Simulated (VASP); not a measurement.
Given:

```
CELL_PARAMETERS angstrom
      0.00000     2.17686     2.17686
      2.17686     0.00000     2.17686
      2.17686     2.17686     0.00000
ATOMIC_POSITIONS crystal
  Ti 0.00000 0.00000 0.00000
  C  0.50000 0.50000 0.50000
```

Computed with revPBE GGA, VASP's PBE PAW potentials (set 64) (plane waves; VASP). Run with 520 eV cut-off, 16×16×16 Γ-centred mesh, tetrahedra with Blöchl corrections, potentials Ti_sv C.

**Question.** Estimate the energy per atom (σ→0), band gap (on the k-mesh) with the smallest direct gap where there is one.

**Answer.** 
```json
{
 "band gap (on the k-mesh)": "none (metal, semimetal or under 0.01 eV)",
 "energy per atom (σ→0)": "-866.8 kJ/mol of atoms"
}
```

The compound is TiC in the rock salt structure. It was relaxed first.
